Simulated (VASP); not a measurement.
Wanted: the native input for a VASP 6.6.1 run.

```
Task                   : band structure
Functional             : PBE
Potentials or basis    : VASP PAW PBE potentials, release 64 (Sn_d)
Cutoff                 : 520 eV
k mesh                 : 12 × 12 × 12
Occupations            : gaussian, width 0.02 eV
Spin                   : no spin polarisation
Further INCAR settings : ALGO = Normal; EDIFF = 1e-07
```

The structure of Sn lies in POSCAR:

```
Sn                                      
1.0
    0.0000000000      3.3261007669      3.3261007669
    3.3261007669     -0.0000000000      3.3261007669
    3.3261007669      3.3261007669      0.0000000000
  Sn            
     2
Direct
     0.0000000000000000    0.0000000000000000    0.0000000000000000
     0.2500000000000000    0.2500000000000000    0.2500000000000000
```

This isn't the form of Sn at room conditions, which is tetragonal (white tin).

The input as run:

INCAR

```
SYSTEM = Sn
PREC = Accurate
ENCUT = 520
EDIFF = 1E-7
ISMEAR = 0
SIGMA = 0.02
LREAL = .False.
LASPH = .True.
NELM = 100
ALGO = Normal
ISIF = 2
LWAVE = .False.
LCHARG = .False.
GGA = PE
```

KPOINTS

```
Automatic mesh
0
Gamma
  12 12 12
  0 0 0
```

KPOINTS_OPT

```
path GXWKGLUWLK,UX
20
line-mode
reciprocal
 0.0000000000  0.0000000000  0.0000000000  G
 0.5000000000  0.0000000000  0.5000000000  X

 0.5000000000  0.0000000000  0.5000000000  X
 0.5000000000  0.2500000000  0.7500000000  W

 0.5000000000  0.2500000000  0.7500000000  W
 0.3750000000  0.3750000000  0.7500000000  K

 0.3750000000  0.3750000000  0.7500000000  K
 0.0000000000  0.0000000000  0.0000000000  G

 0.0000000000  0.0000000000  0.0000000000  G
 0.5000000000  0.5000000000  0.5000000000  L

 0.5000000000  0.5000000000  0.5000000000  L
 0.6250000000  0.2500000000  0.6250000000  U

 0.6250000000  0.2500000000  0.6250000000  U
 0.5000000000  0.2500000000  0.7500000000  W

 0.5000000000  0.2500000000  0.7500000000  W
 0.5000000000  0.5000000000  0.5000000000  L

 0.5000000000  0.5000000000  0.5000000000  L
 0.3750000000  0.3750000000  0.7500000000  K

 0.6250000000  0.2500000000  0.6250000000  U
 0.5000000000  0.0000000000  0.5000000000  X
```

Potentials or basis: VASP PAW PBE potentials, release 64 (Sn_d).

The run is started by

```bash
$ cat potpaw_PBE.64/Sn_d/POTCAR > POTCAR
$ mpirun -np 1 vasp_std > vasp.out
```

Results of the run:

* Pressure: 0.0 GPa
* Band gap along the path: none (metal or under the smearing width)

Caveat: spin-orbit coupling is left out, which moves the levels of the heavy elements.

Wall time 2.9 min on 1 thread of Intel(R) Xeon(R) Platinum 8488C (Sapphire Rapids), with other jobs on the host, peak memory 0.29 GiB.
